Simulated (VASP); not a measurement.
An input for Quantum ESPRESSO's pw.x (written as the equivalent of a VASP run, and not itself run):

```
&CONTROL
  calculation = 'vc-relax'
  pseudo_dir = './pseudo'
  outdir = './out'
  tprnfor = .true.
  tstress = .true.
  nstep = 60
  forc_conv_thr = 0.00039
/
&SYSTEM
  ibrav = 0
  nat = 5
  ntyp = 3
  ecutwfc = 84
  occupations = 'smearing'
  smearing = 'gaussian'
  degauss = 0.003675
  input_dft = 'pbe'
/
&ELECTRONS
  conv_thr = 7.3e-08
  electron_maxstep = 100
/
&IONS
/
&CELL
/
ATOMIC_SPECIES
  Sr 87.620 Sr.upf
  Ti 47.867 Ti.upf
  O 15.999 O.upf
CELL_PARAMETERS angstrom
     3.9411134    0.0000000    0.0000000
    -0.0000000    3.9411134    0.0000000
     0.0000000    0.0000000    3.9411134
ATOMIC_POSITIONS crystal
  Sr   0.0000000  0.0000000  0.0000000
  Ti   0.5000000  0.5000000  0.5000000
  O    0.5000000  0.0000000  0.5000000
  O    0.0000000  0.5000000  0.5000000
  O    0.5000000  0.5000000  0.0000000
K_POINTS automatic
  6 6 6 0 0 0
```

Q: Write the VASP files for the same calculation (PBE).

A: Several could match; the one computed here: 
### POSCAR
```
SrTiO3
1
    3.9411134050     0.0000000000     0.0000000000
   -0.0000000000     3.9411134050     0.0000000000
    0.0000000000     0.0000000000     3.9411134050
Sr Ti O
1 1 3
Direct
  0.0000000000   0.0000000000   0.0000000000
  0.5000000000   0.5000000000   0.5000000000
  0.5000000000   0.0000000000   0.5000000000
  0.0000000000   0.5000000000   0.5000000000
  0.5000000000   0.5000000000   0.0000000000
```

### INCAR
```
# general
SYSTEM  = SrTiO3
PREC    = Accurate
ENCUT   = 520
LREAL   = F
LASPH   = T

# electronic loop
EDIFF   = 1E-6
NELM    = 100
ALGO    = Normal
LMAXMIX = 4

# smearing
ISMEAR  = 0
SIGMA   = 0.05

# functional
GGA     = PE

# ions
IBRION  = 2
NSW     = 60
ISIF    = 3
EDIFFG  = -0.01

# output
LWAVE   = F
LCHARG  = F
```

File KPOINTS:
```
Automatic mesh
0
Gamma
6 6 6
0 0 0
```

POTCAR, in this order: Sr_sv Ti_sv O (PBE.64 set). Program: vasp_std.

What does not carry over: the potentials are each code's own (VASP's PAW set, PseudoDojo norm-conserving files in pw.x), so ENCUT and ecutwfc are chosen apart and not converted; conv_thr bounds pw.x's estimated SCF error, while EDIFF bounds the energy change between steps; forc_conv_thr acts on force components and is met together with etot_conv_thr.

The compound is SrTiO3 in the cubic perovskite structure, the ideal cubic form; the compound distorts at low or room temperature. It was relaxed first. The start is the result of an earlier pass.
